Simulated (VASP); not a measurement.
Input:

```
Cs
1.0
   -3.05000     3.05000     3.05000
    3.05000    -3.05000     3.05000
    3.05000     3.05000    -3.05000
Cs
1
Cartesian
  0.00000   0.00000   0.00000
```

Computed with PBEsol GGA, VASP's PBE PAW potentials (set 64) (plane waves; VASP 6.6.1). Settings: 480 eV cut-off, 8×8×8 Γ-centred mesh, first-order Methfessel-Paxton smearing of 0.10 eV, potentials Cs_sv.

Energy and stress use the plane-wave basis of the starting cell.

Q: The ions, cell shape and volume are relaxed. What does this cell relax into?

A: 
```
Cs
1.0
   -3.00215     3.00215     3.00215
    3.00215    -3.00215     3.00215
    3.00215     3.00215    -3.00215
Cs
1
Direct
  0.00000   0.00000   0.00000
```
Space group Im-3m (229), at a tolerance of 0.03 Å.

Q: How do energy and volume change from the first to the last step?

A: The energy (σ→0) changes by -1.4 meV/atom and the volume by -4.6 %, in 4 ionic steps.

The compound is Cs in the bcc structure. This run relaxes it. Symmetry was kept, so distortions that lower it aren't found.
